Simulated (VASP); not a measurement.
Consider the following.

```
V
1.0
   -1.51500     1.51500     1.51500
    1.51500    -1.51500     1.51500
    1.51500     1.51500    -1.51500
V
1
Cartesian
  0.00000   0.00000   0.00000
```

These are RPBE GGA, VASP's PBE PAW potentials (set 64) (plane waves; VASP) values and carry that method's errors. Numerical set-up: 400 eV cut-off, 15×15×15 Γ-centred mesh, first-order Methfessel-Paxton smearing of 0.10 eV, potentials V_sv.

**Question.** What does the run give for the energy per atom (σ→0), pressure, band gap (on the k-mesh) with the smallest direct gap where there is one?

**Answer.** 
```yaml
band gap (on the k-mesh): none (metal, semimetal or under 0.01 eV)
energy per atom (σ→0): -8.506 eV/atom
pressure: -3.27 GPa
```

The absolute energy has meaning only against runs of the same code, potentials and settings.

The compound is V in the bcc structure. The cell was not relaxed at this level. The run is one of a series of settings (GGA = RP against the base run), some of them coarse on purpose. The run is not spin-polarised, so no magnetic state was tried.
